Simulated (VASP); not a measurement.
Given:

```
MnO
1.0
    1.47872     0.85374     2.53081
   -1.47872     0.85374     2.53081
    0.00000    -1.70747     2.53081
Mn O
1 1
Cartesian
  0.00000   0.00000   5.78847
  0.00000   0.00000   1.80396
```
Starting moments (μB, in the order of the record's atoms Mn O): 4.0 0.0.

All values below come from PBE GGA, VASP's PBE PAW potentials (set 64) (plane waves; VASP). Run with 400 eV cut-off, 9×9×9 Γ-centred mesh, Fermi-Dirac smearing of 0.10 eV, potentials Mn_pv O.

At this cut-off the stress carries a Pulay error, which pulls relaxed volumes low. Energy and stress use the plane-wave basis of the starting cell. The moments were started parallel, and other spin orders were not tried in this run.

Q: The ions, cell shape and volume are relaxed. Predict the relaxed structure.

A: 
```
MnO
1.0
    1.53025     0.88349     2.53142
   -1.53025     0.88349     2.53142
    0.00000    -1.76697     2.53142
Mn O
1 1
Direct
  0.75004   0.75004   0.75004
  0.24996   0.24996   0.24996
```
Space group R-3m (166), at a tolerance of 0.03 Å. The cell ends with 4.58 μB, on the sites 4.19 0.19 μB.

Q: How do energy and volume change from the first to the last step?

A: The energy (σ→0) changes by -103.7 meV/atom and the volume by +7.1 %, in 10 ionic steps.

The structure was generated: MnO was put into an ordered model structure, which need not be its known phase. This run relaxes it. Symmetry was kept, so distortions that lower it aren't found. The run is one of a series of settings (EDIFFG = -0.01, IBRION = 2, ISIF = 3, NSW = 50 against the base run), some of them coarse on purpose.
